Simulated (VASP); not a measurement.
Crystal: InSe.

```xyz
8
Lattice="4.0500 0.0000 0.0000 -2.0250 3.5074 0.0000 0.0000 0.0000 16.9300" Properties=species:S:1:pos:R:3 pbc="T T T"
In    0.0000    2.3383    2.6580
In    2.0250    1.1691   11.1230
In    0.0000    2.3383    5.8070
In    2.0250    1.1691   14.2720
Se    0.0000    2.3383   10.1919
Se    2.0250    1.1691    1.7269
Se    0.0000    2.3383   15.2031
Se    2.0250    1.1691    6.7381
```

Base run:

- Program: VASP 6.6.1
- Functional: HSE06
- Potentials or basis: VASP PAW PBE potentials, release 64 (In_d, Se)
- Cutoff: 400 eV
- k mesh: 6 × 6 × 1
- Occupations: gaussian, width 0.02 eV
- Spin: no spin polarisation

Its results: band gap on the k mesh 0.31 eV, direct; pressure 5.7 GPa; largest force 2.898 eV/Å.

**Question.** The run is repeated on the same cell with these changes: functional from HSE06 to PBE0; k mesh from 6 × 6 × 1 to 3 × 3 × 1. What comes out?

**Answer.** Band gap on the k mesh 0.47 eV, direct; pressure 6.6 GPa; largest force 2.686 eV/Å.

Several settings changed at once, so the effect can't be laid on one alone.

Caveats: some runs use coarse meshes; the PAW data sets were made with another functional, which shifts forces and pressure a little; spin-orbit coupling is left out, which moves the levels of the heavy elements; an odd mesh through Γ misses points on the zone boundary, where band edges often lie; this functional lacks dispersion, which binds the layers, so the pressure and a relaxed spacing across them are unreliable.

Not every run made on this cell is shown here.
